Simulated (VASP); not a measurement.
Data:

```
ZrS2
1.0
    3.57289     0.00000     0.00000
   -1.78645     3.09422     0.00000
    0.00000     0.00000    12.91000
Zr S
1 2
Cartesian
  0.00000   0.00000   6.45500
  0.00000   2.06281   7.91000
  1.78645   1.03140   5.00000
```

All values below come from PBE GGA, VASP's PBE PAW potentials (set 64) (plane waves; VASP). Numerical set-up: 300 eV cut-off, 6×6×1 Γ-centred mesh, Fermi-Dirac smearing of 0.10 eV, potentials Zr_sv S.

At this cut-off the stress carries a Pulay error, which pulls relaxed volumes low. The cell holds a wide vacuum, so values per volume refer to the whole cell.

Q: Which forces act on the atoms, in eV/Å?

A: 
| atom | Fx | Fy | Fz |
|---|---|---|---|
| Zr1 | 0.000 | 0.000 | 0.000 |
| S2 | 0.000 | 0.000 | 0.572 |
| S3 | 0.000 | 0.000 | -0.572 |

Q: Give the stress tensor in GPa (positive for a compressed cell).

A: 
```
3.36  0.00  0.00
0.00  3.36  0.00
0.00  0.00  1.60
```
The pressure is its mean diagonal, 2.78 GPa.

The cell is a sheet with vacuum, built from a generated structure.
